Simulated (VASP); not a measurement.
# NiPt: convergence with the plane-wave cutoff and smearing, part 3 of 4

How sensitive are energy, pressure and forces of NiPt to the plane-wave cutoff and smearing? The atoms are off their equilibrium sites, so that forces can be compared too. The series runs use r2SCAN. The atoms of the start are displaced at random from the sites of a P4/mmm cell.

VASP 6.6.1; r2SCAN, spin-polarised from a ferromagnetic start (one magnetic atom a cell); plane waves and PAW (Ni, Pt).

Still holding for the runs below: The magnetic state follows from one typed start and may not be the lowest. The k-mesh is coarse for a metal.

So far. Step 11 (Smearing: ISMEAR = 0, SIGMA = 0.01): The series starts at -31.8555 eV an atom and 0.16 GPa, after 24 cycles in 2 min. The entropy term T·S comes to 0.05 meV an atom in size. Step 12 (Smearing: ISMEAR = 0, SIGMA = 0.05): Against the run before the energy at zero width moves by -0.06 meV an atom and the pressure by -0.15 GPa, after 16 cycles in 84 s. The entropy term T·S comes to 1.38 meV an atom in size.

### Step 13. Smearing: ISMEAR = 0, SIGMA = 0.1

The input, INCAR:

```
SYSTEM = NiPt
PREC = Accurate
ENCUT = 400
EDIFF = 1E-06
NELM = 100
ISMEAR = 0
SIGMA = 0.1
LREAL = .FALSE.
ALGO = Normal
METAGGA = R2SCAN
LASPH = .TRUE.
NBANDS = 17
ISPIN = 2
MAGMOM = 1 0
LMAXMIX = 4
LORBIT = 11
LWAVE = .FALSE.
LCHARG = .FALSE.
KPAR = 2
ISIF = 2
```

The input, POSCAR:

```
NiPt
1.0
    2.7099397941      0.0000000000      0.0000000000
    0.0000000000      2.7099397941      0.0000000000
    0.0000000000      0.0000000000      3.5783200000
Ni Pt
1 1
Direct
    0.4942610000      0.5115520000      0.5099310000
   -0.0057030000     -0.0093140000      0.0092740000
```

The input, KPOINTS:

```
Automatic mesh
0
Gamma
8 8 6
0 0 0
```

PAW data sets: Ni and Pt (PBE family, release 64).

Launch:

```bash
$ mpirun -np 2 vasp_std
```

The program printed:

```text
[... set-up lines as in an earlier step ...]
 entering main loop
       N       E                     dE             d eps       ncg     rms          rms(c)
DAV:   1     0.317844433458E+02    0.31784E+02   -0.82467E+03 14040   0.116E+03
DAV:   2    -0.660999375411E+02   -0.97884E+02   -0.90985E+02 13690   0.239E+02
DAV:   3    -0.691590910408E+02   -0.30592E+01   -0.30022E+01 15681   0.508E+01
DAV:   4    -0.691943977377E+02   -0.35307E-01   -0.35291E-01 15717   0.464E+00
[...]
DAV:  14    -0.637165204309E+02   -0.68373E-04   -0.65000E-05 16573   0.125E-01    0.306E-02
DAV:  15    -0.637165223884E+02   -0.19576E-05   -0.74813E-06 16517   0.603E-02    0.131E-02
DAV:  16    -0.637165214988E+02    0.88968E-06   -0.25378E-06 13683   0.229E-02
   1 F= -.63716521E+02 E0= -.63711405E+02  d E =-.102327E-01  mag=     1.3194
```

Wall time 84 s (2 MPI ranks of Intel Xeon 6975P-C (Granite Rapids), shared host); peak memory 0.4 GiB; 2.8 min of CPU time.

OUTCAR, selected parts (step 13):

```text
  Total        0.0932866      0.0750419     -0.0957252     -0.0007757      0.0047076     -0.0003238
  in kB        5.6876279      4.5752638     -5.8363104     -0.0472914      0.2870212     -0.0197443
  external PRESSURE =       1.4755271 kB  Pullay stress =       0.0000000 kB

 POSITION                                       TOTAL-FORCE (eV/Angst)
 -----------------------------------------------------------------------------------
      1.33942      1.38628      1.82470         0.006554     -0.301400     -0.021791
      2.69449      2.68470      0.03319        -0.006554      0.301400      0.021791
 -----------------------------------------------------------------------------------
    total drift:                                0.012796     -0.007856     -0.000728

  FREE ENERGIE OF THE ION-ELECTRON SYSTEM (eV)
  ---------------------------------------------------
  free  energy   TOTEN  =       -63.7165214988 eV

  energy  without entropy=      -63.7062888128  energy(sigma->0) =      -63.71140516

 magnetization (x)
# of ion       s       p       d       tot
------------------------------------------
    1       -0.005  -0.014   0.969   0.950
    2       -0.006  -0.044   0.445   0.395
--------------------------------------------------
tot         -0.011  -0.058   1.414   1.345

[... 2 parts as in an earlier step ...]

[... 1 further part left out ...]
[key lines of the parts left out:]
E-fermi :  10.0955
```

Against the run before the energy at zero width moves by -0.11 meV an atom and the pressure by +0.14 GPa, after 16 cycles in 84 s. The entropy term T·S comes to 5.12 meV an atom in size.

### Step 14. Smearing: ISMEAR = 0, SIGMA = 0.2

Changes to INCAR since step 13:

```diff
@@ -6,3 +6,3 @@
 ISMEAR = 0
-SIGMA = 0.1
+SIGMA = 0.2
 LREAL = .FALSE.
```

POSCAR is that of step 13.

KPOINTS is that of step 13.

Launch:

```bash
$ mpirun -np 2 vasp_std
```

The program printed:

```text
[... set-up lines as in an earlier step ...]
 entering main loop
       N       E                     dE             d eps       ncg     rms          rms(c)
DAV:   1     0.317769696780E+02    0.31777E+02   -0.82467E+03 14040   0.116E+03
DAV:   2    -0.661226934040E+02   -0.97900E+02   -0.90986E+02 13690   0.239E+02
DAV:   3    -0.691805020935E+02   -0.30578E+01   -0.30018E+01 15681   0.508E+01
DAV:   4    -0.692158169514E+02   -0.35315E-01   -0.35298E-01 15717   0.464E+00
[...]
DAV:  14    -0.637316374921E+02   -0.78809E-04   -0.86763E-05 16262   0.147E-01    0.292E-02
DAV:  15    -0.637316439803E+02   -0.64882E-05   -0.91935E-06 16785   0.552E-02    0.154E-02
DAV:  16    -0.637316443677E+02   -0.38736E-06   -0.48506E-06 13953   0.263E-02
   1 F= -.63731644E+02 E0= -.63711408E+02  d E =-.404732E-01  mag=     1.3197
```

The job ended after 85 s (2 MPI ranks; peak memory 0.39 GiB).

Parts of OUTCAR (step 14):

```text
  Total        0.1079968      0.0832560     -0.0658310     -0.0008137      0.0045749     -0.0003255
  in kB        6.5845057      5.0760709     -4.0136814     -0.0496093      0.2789312     -0.0198472
  external PRESSURE =       2.5489651 kB  Pullay stress =       0.0000000 kB

 POSITION                                       TOTAL-FORCE (eV/Angst)
 -----------------------------------------------------------------------------------
      1.33942      1.38628      1.82470         0.006762     -0.300205     -0.021786
      2.69449      2.68470      0.03319        -0.006762      0.300205      0.021786
 -----------------------------------------------------------------------------------
    total drift:                                0.013213     -0.008111     -0.000759

  FREE ENERGIE OF THE ION-ELECTRON SYSTEM (eV)
  ---------------------------------------------------
  free  energy   TOTEN  =       -63.7316443677 eV

  energy  without entropy=      -63.6911711829  energy(sigma->0) =      -63.71140778

 magnetization (x)
# of ion       s       p       d       tot
------------------------------------------
    1       -0.004  -0.014   0.971   0.953
    2       -0.005  -0.043   0.440   0.392
--------------------------------------------------
tot         -0.010  -0.057   1.412   1.345

[... 2 parts as in an earlier step ...]

[... 1 further part left out ...]
[key lines of the parts left out:]
E-fermi :  10.1132
```

Against the run before the energy at zero width stays within 0.01 meV an atom; the pressure moves by +0.11 GPa, after 16 cycles in 85 s. The entropy term T·S comes to 20.24 meV an atom in size.

### Step 15. Smearing: ISMEAR = 0, SIGMA = 0.5

Changes to INCAR since step 14:

```diff
@@ -6,3 +6,3 @@
 ISMEAR = 0
-SIGMA = 0.2
+SIGMA = 0.5
 LREAL = .FALSE.
```

POSCAR is that of step 14.

KPOINTS is that of step 14.

Launch:

```bash
$ mpirun -np 2 vasp_std
```

The program printed:

```text
[... set-up lines as in an earlier step ...]
 entering main loop
       N       E                     dE             d eps       ncg     rms          rms(c)
DAV:   1     0.317218204205E+02    0.31722E+02   -0.82467E+03 14040   0.116E+03
DAV:   2    -0.662738155882E+02   -0.97996E+02   -0.91007E+02 13690   0.239E+02
DAV:   3    -0.693323778543E+02   -0.30586E+01   -0.30053E+01 15681   0.508E+01
DAV:   4    -0.693676849844E+02   -0.35307E-01   -0.35291E-01 15717   0.464E+00
[...]
DAV:  15    -0.638430426423E+02   -0.31439E-05   -0.26708E-06 11521   0.245E-02    0.669E-03
DAV:  16    -0.638430444679E+02   -0.18256E-05   -0.60457E-07  6858   0.133E-02    0.370E-03
DAV:  17    -0.638430449769E+02   -0.50899E-06   -0.23033E-07  6790   0.581E-03
   1 F= -.63843045E+02 E0= -.63703656E+02  d E =-.278777E+00  mag=     1.2116
```

The job ended after 88 s (2 MPI ranks; peak memory 0.41 GiB).

From OUTCAR (step 15):

```text
  Total        0.0947127      0.0691892      0.0527667     -0.0009334      0.0043254     -0.0003078
  in kB        5.7745820      4.2184286      3.2171549     -0.0569115      0.2637171     -0.0187635
  external PRESSURE =       4.4033885 kB  Pullay stress =       0.0000000 kB

 POSITION                                       TOTAL-FORCE (eV/Angst)
 -----------------------------------------------------------------------------------
      1.33942      1.38628      1.82470         0.006762     -0.296201     -0.022352
      2.69449      2.68470      0.03319        -0.006762      0.296201      0.022352
 -----------------------------------------------------------------------------------
    total drift:                                0.013214     -0.007377     -0.001047

  FREE ENERGIE OF THE ION-ELECTRON SYSTEM (eV)
  ---------------------------------------------------
  free  energy   TOTEN  =       -63.8430449769 eV

  energy  without entropy=      -63.5642677627  energy(sigma->0) =      -63.70365637

 magnetization (x)
# of ion       s       p       d       tot
------------------------------------------
    1       -0.003  -0.014   0.917   0.900
    2       -0.005  -0.037   0.376   0.334
--------------------------------------------------
tot         -0.008  -0.050   1.293   1.235

[... 2 parts as in an earlier step ...]

[... 1 further part left out ...]
[key lines of the parts left out:]
E-fermi :  10.1377
```

Against the run before the energy at zero width moves by +3.88 meV an atom and the pressure by +0.19 GPa, after 17 cycles in 88 s. The entropy term T·S comes to 139.39 meV an atom in size.

### Step 16. Smearing: ISMEAR = 2, SIGMA = 0.01

Changes to INCAR since step 15:

```diff
@@ -5,4 +5,4 @@
 NELM = 100
-ISMEAR = 0
-SIGMA = 0.5
+ISMEAR = 2
+SIGMA = 0.01
 LREAL = .FALSE.
```

POSCAR is that of step 15.

KPOINTS is that of step 15.

Launch:

```bash
$ mpirun -np 2 vasp_std
```

The program printed:

```text
[... set-up lines as in an earlier step ...]
 entering main loop
       N       E                     dE             d eps       ncg     rms          rms(c)
DAV:   1     0.317868374504E+02    0.31787E+02   -0.82467E+03 14040   0.116E+03
DAV:   2    -0.660921048405E+02   -0.97879E+02   -0.90976E+02 13690   0.239E+02
DAV:   3    -0.691522728028E+02   -0.30602E+01   -0.30026E+01 15681   0.508E+01
DAV:   4    -0.691875385071E+02   -0.35266E-01   -0.35252E-01 15717   0.464E+00
[...]
DAV:  15    -0.637110278795E+02   -0.15405E-04   -0.21394E-05 16654   0.104E-01    0.123E-02
DAV:  16    -0.637110332090E+02   -0.53296E-05   -0.34931E-06 13893   0.284E-02    0.822E-03
DAV:  17    -0.637110335527E+02   -0.34368E-06   -0.48626E-07  6877   0.131E-02
   1 F= -.63711034E+02 E0= -.63711037E+02  d E =0.126415E-04  mag=     1.3310
```

Elapsed: 88 s, on 2 MPI ranks; peak memory 0.42 GiB.

Parts of OUTCAR (step 16):

```text
  Total        0.0776262      0.0733819     -0.1252860     -0.0007563      0.0047432     -0.0003273
  in kB        4.7328268      4.4740505     -7.6386132     -0.0461133      0.2891910     -0.0199562
  external PRESSURE =       0.5227547 kB  Pullay stress =       0.0000000 kB

 POSITION                                       TOTAL-FORCE (eV/Angst)
 -----------------------------------------------------------------------------------
      1.33942      1.38628      1.82470         0.006436     -0.302790     -0.021990
      2.69449      2.68470      0.03319        -0.006436      0.302790      0.021990
 -----------------------------------------------------------------------------------
    total drift:                                0.012575     -0.007746     -0.000753

  FREE ENERGIE OF THE ION-ELECTRON SYSTEM (eV)
  ---------------------------------------------------
  free  energy   TOTEN  =       -63.7110335527 eV

  energy  without entropy=      -63.7110461942  energy(sigma->0) =      -63.71103671

 magnetization (x)
# of ion       s       p       d       tot
------------------------------------------
    1       -0.006  -0.015   0.963   0.942
    2       -0.005  -0.046   0.468   0.416
--------------------------------------------------
tot         -0.011  -0.062   1.431   1.358

[... 2 parts as in an earlier step ...]

[... 1 further part left out ...]
[key lines of the parts left out:]
E-fermi :  10.0901
```

Against the first of the series the energy at zero width moves by +0.01 meV an atom and the pressure by -0.10 GPa, after 17 cycles in 88 s. The entropy term T·S comes to 0.01 meV an atom in size.

### Step 17. Smearing: ISMEAR = 2, SIGMA = 0.05

Changes to INCAR since step 16:

```diff
@@ -6,3 +6,3 @@
 ISMEAR = 2
-SIGMA = 0.01
+SIGMA = 0.05
 LREAL = .FALSE.
```

POSCAR is that of step 16.

KPOINTS is that of step 16.

Launch:

```bash
$ mpirun -np 2 vasp_std
```

The program printed:

```text
[... set-up lines as in an earlier step ...]
 entering main loop
       N       E                     dE             d eps       ncg     rms          rms(c)
DAV:   1     0.317868643170E+02    0.31787E+02   -0.82467E+03 14040   0.116E+03
DAV:   2    -0.660920251767E+02   -0.97879E+02   -0.90977E+02 13690   0.239E+02
DAV:   3    -0.691521689133E+02   -0.30601E+01   -0.30022E+01 15681   0.508E+01
DAV:   4    -0.691874390113E+02   -0.35270E-01   -0.35255E-01 15717   0.464E+00
[...]
DAV:  14    -0.637111254592E+02   -0.89013E-04   -0.10368E-04 16247   0.193E-01    0.328E-02
DAV:  15    -0.637111296695E+02   -0.42103E-05   -0.13000E-05 16859   0.640E-02    0.249E-02
DAV:  16    -0.637111305813E+02   -0.91187E-06   -0.33694E-06 12952   0.299E-02
   1 F= -.63711131E+02 E0= -.63711081E+02  d E =-.197125E-03  mag=     1.2999
```

Run time: 85 s. Hardware: 2 MPI ranks; peak memory 0.4 GiB.

OUTCAR, selected parts (step 17):

```text
  Total        0.0681986      0.0741330     -0.0708822     -0.0007325      0.0047586     -0.0003214
  in kB        4.1580285      4.5198457     -4.3216472     -0.0446605      0.2901304     -0.0195954
  external PRESSURE =       1.4520757 kB  Pullay stress =       0.0000000 kB

 POSITION                                       TOTAL-FORCE (eV/Angst)
 -----------------------------------------------------------------------------------
      1.33942      1.38628      1.82470         0.006504     -0.303866     -0.022148
      2.69449      2.68470      0.03319        -0.006504      0.303866      0.022148
 -----------------------------------------------------------------------------------
    total drift:                                0.012692     -0.007662     -0.000726

  FREE ENERGIE OF THE ION-ELECTRON SYSTEM (eV)
  ---------------------------------------------------
  free  energy   TOTEN  =       -63.7111305813 eV

  energy  without entropy=      -63.7109334559  energy(sigma->0) =      -63.71108130

 magnetization (x)
# of ion       s       p       d       tot
------------------------------------------
    1       -0.006  -0.014   0.958   0.938
    2       -0.006  -0.045   0.439   0.388
--------------------------------------------------
tot         -0.011  -0.060   1.397   1.326

[... 2 parts as in an earlier step ...]

[... 1 further part left out ...]
[key lines of the parts left out:]
E-fermi :  10.0891
```

Against the run before the energy at zero width moves by -0.02 meV an atom and the pressure by +0.09 GPa, after 16 cycles in 85 s. The entropy term T·S comes to 0.10 meV an atom in size.

### Step 18. Smearing: ISMEAR = 2, SIGMA = 0.1

Changes to INCAR since step 17:

```diff
@@ -6,3 +6,3 @@
 ISMEAR = 2
-SIGMA = 0.05
+SIGMA = 0.1
 LREAL = .FALSE.
```

POSCAR is that of step 17.

KPOINTS is that of step 17.

Launch:

```bash
$ mpirun -np 2 vasp_std
```

The program printed:

```text
[... set-up lines as in an earlier step ...]
 entering main loop
       N       E                     dE             d eps       ncg     rms          rms(c)
DAV:   1     0.317869260159E+02    0.31787E+02   -0.82467E+03 14040   0.116E+03
DAV:   2    -0.660921507982E+02   -0.97879E+02   -0.90984E+02 13690   0.239E+02
DAV:   3    -0.691518315204E+02   -0.30597E+01   -0.30019E+01 15681   0.508E+01
DAV:   4    -0.691871232498E+02   -0.35292E-01   -0.35276E-01 15717   0.464E+00
[...]
DAV:  14    -0.637113075870E+02   -0.73657E-04   -0.70263E-05 16855   0.135E-01    0.348E-02
DAV:  15    -0.637113065237E+02    0.10633E-05   -0.11414E-05 17147   0.829E-02    0.107E-02
DAV:  16    -0.637113065274E+02   -0.37219E-08   -0.24082E-06 12338   0.280E-02
   1 F= -.63711307E+02 E0= -.63711216E+02  d E =-.362144E-03  mag=     1.3077
```

It took 86 s on 2 MPI ranks; peak memory 0.4 GiB; 2.8 min of CPU time.

OUTCAR, selected parts (step 18):

```text
  Total        0.0505315      0.0437766     -0.0957315     -0.0007603      0.0047637     -0.0003231
  in kB        3.0808759      2.6690328     -5.8366970     -0.0463526      0.2904378     -0.0197012
  external PRESSURE =      -0.0289294 kB  Pullay stress =       0.0000000 kB

 POSITION                                       TOTAL-FORCE (eV/Angst)
 -----------------------------------------------------------------------------------
      1.33942      1.38628      1.82470         0.006490     -0.303635     -0.021980
      2.69449      2.68470      0.03319        -0.006490      0.303635      0.021980
 -----------------------------------------------------------------------------------
    total drift:                                0.012667     -0.007746     -0.000720

  FREE ENERGIE OF THE ION-ELECTRON SYSTEM (eV)
  ---------------------------------------------------
  free  energy   TOTEN  =       -63.7113065274 eV

  energy  without entropy=      -63.7109443835  energy(sigma->0) =      -63.71121599

 magnetization (x)
# of ion       s       p       d       tot
------------------------------------------
    1       -0.006  -0.014   0.962   0.942
    2       -0.006  -0.045   0.442   0.392
--------------------------------------------------
tot         -0.011  -0.060   1.405   1.334

[... 2 parts as in an earlier step ...]

[... 1 further part left out ...]
[key lines of the parts left out:]
E-fermi :  10.0868
```

Against the run before the energy at zero width moves by -0.07 meV an atom and the pressure by -0.15 GPa, after 16 cycles in 86 s. The entropy term T·S comes to 0.18 meV an atom in size.

### Step 19. Smearing: ISMEAR = 2, SIGMA = 0.2

Changes to INCAR since step 18:

```diff
@@ -6,3 +6,3 @@
 ISMEAR = 2
-SIGMA = 0.1
+SIGMA = 0.2
 LREAL = .FALSE.
```

POSCAR is that of step 18.

KPOINTS is that of step 18.

Launch:

```bash
$ mpirun -np 2 vasp_std
```

The program printed:

```text
[... set-up lines as in an earlier step ...]
 entering main loop
       N       E                     dE             d eps       ncg     rms          rms(c)
DAV:   1     0.317869275242E+02    0.31787E+02   -0.82467E+03 14040   0.116E+03
DAV:   2    -0.660922812701E+02   -0.97879E+02   -0.90985E+02 13690   0.239E+02
DAV:   3    -0.691521986321E+02   -0.30599E+01   -0.30025E+01 15681   0.508E+01
DAV:   4    -0.691875074929E+02   -0.35309E-01   -0.35293E-01 15717   0.464E+00
[...]
DAV:  14    -0.637113746151E+02   -0.66259E-04   -0.73727E-05 17018   0.124E-01    0.289E-02
DAV:  15    -0.637113769762E+02   -0.23611E-05   -0.72627E-06 16545   0.569E-02    0.129E-02
DAV:  16    -0.637113760883E+02    0.88789E-06   -0.23159E-06 13443   0.216E-02
   1 F= -.63711376E+02 E0= -.63711369E+02  d E =-.300877E-04  mag=     1.3187
```

Elapsed: 85 s, on 2 MPI ranks; peak memory 0.4 GiB.

Parts of OUTCAR (step 19):

```text
  Total        0.0980216      0.0777049     -0.1049457     -0.0007723      0.0047381     -0.0003236
  in kB        5.9763234      4.7376247     -6.3984765     -0.0470856      0.2888781     -0.0197326
  external PRESSURE =       1.4384906 kB  Pullay stress =       0.0000000 kB

 POSITION                                       TOTAL-FORCE (eV/Angst)
 -----------------------------------------------------------------------------------
      1.33942      1.38628      1.82470         0.006465     -0.299767     -0.021768
      2.69449      2.68470      0.03319        -0.006465      0.299767      0.021768
 -----------------------------------------------------------------------------------
    total drift:                                0.012624     -0.007744     -0.000718

  FREE ENERGIE OF THE ION-ELECTRON SYSTEM (eV)
  ---------------------------------------------------
  free  energy   TOTEN  =       -63.7113760883 eV

  energy  without entropy=      -63.7113460006  energy(sigma->0) =      -63.71136857

 magnetization (x)
# of ion       s       p       d       tot
------------------------------------------
    1       -0.005  -0.014   0.968   0.949
    2       -0.006  -0.045   0.445   0.395
--------------------------------------------------
tot         -0.011  -0.059   1.414   1.344

[... 2 parts as in an earlier step ...]

[... 1 further part left out ...]
[key lines of the parts left out:]
E-fermi :  10.0913
```

Against the run before the energy at zero width moves by -0.08 meV an atom and the pressure by +0.15 GPa, after 16 cycles in 85 s. The entropy term T·S comes to 0.02 meV an atom in size.

[end of part 3 of 4]

[Lines on the potential files, build, host, timing and source positions are cut from VASP's logs without a mark.]

[Logs are printed without paths, hosts, clocks, repeated set-up lines and the standing remarks that a program may print on its own settings, such as how far it seeks lower states.]

[Hosts, paths, dates, database ids (printed as entryN), source tags and the programs' standing remarks are cut or masked in the printed files.]

[A measured line is paired with the nearest computed mode of its activity, which favours agreement.]
